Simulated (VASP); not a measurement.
KNi:

```
CELL_PARAMETERS angstrom
0.00000 3.11793 3.11793
3.11793 0.00000 3.11793
3.11793 3.11793 0.00000
ATOMIC_POSITIONS crystal
K 0.75000 0.75000 0.75000
Ni 0.00000 0.00000 0.00000
```

The cell was built by a generator and needn't be a form met in nature.

```yaml
Program: VASP 6.6.1
Task: relaxation of cell and atoms
Functional: PBE
Potentials_or_basis: VASP PAW PBE potentials, release 54 (K_pv, Ni)
Cutoff: 600 eV
k_mesh: 5 × 5 × 5
Occupations: fermi-dirac, width 0.05 eV
Spin: collinear spin, ferromagnetic start
Starting_moments: "[0.0, 1.0] μB"
```

At the start: pressure 6.6 GPa; volume 30.31 Å³/atom.

Question: How do energy, volume and symmetry change on relaxing?

Answer: Over 8 steps the energy falls by 297.7 meV/atom and the volume is 55.99 Å³/atom (+84.7 %); space group F-43m (No. 216, to 0.05 Å); moment 0.00 μB per cell.

Step by step:
```tsv
step	energy change (eV)	largest force (eV/Å)	pressure (GPa)	volume (Å³)
1	0.0000	0.0000	6.62	60.62
2	-0.3942	0.0000	4.29	72.29
3	-0.8684	0.0000	-0.04	116.07
4	-0.8691	0.0000	-0.05	114.72
5	-0.5304	0.0000	1.06	91.88
6	-0.5949	0.0000	-0.06	113.34
7	-0.5830	0.0000	0.48	102.24
8	-0.5954	0.0000	-0.03	111.97
```

Final structure:
```yaml
crystal:
  lattice:
    - [0.00000, 3.82557, 3.82557]
    - [3.82557, 0.00000, 3.82557]
    - [3.82557, 3.82557, 0.00000]
  atoms:
    - { symbol: K, position: [0.75000, 0.75000, 0.75000] }
    - { symbol: Ni, position: [0.00000, 0.00000, 0.00000] }
```

Caveat: the volume moved by over 15 % at a fixed basis, so the end points are rough.
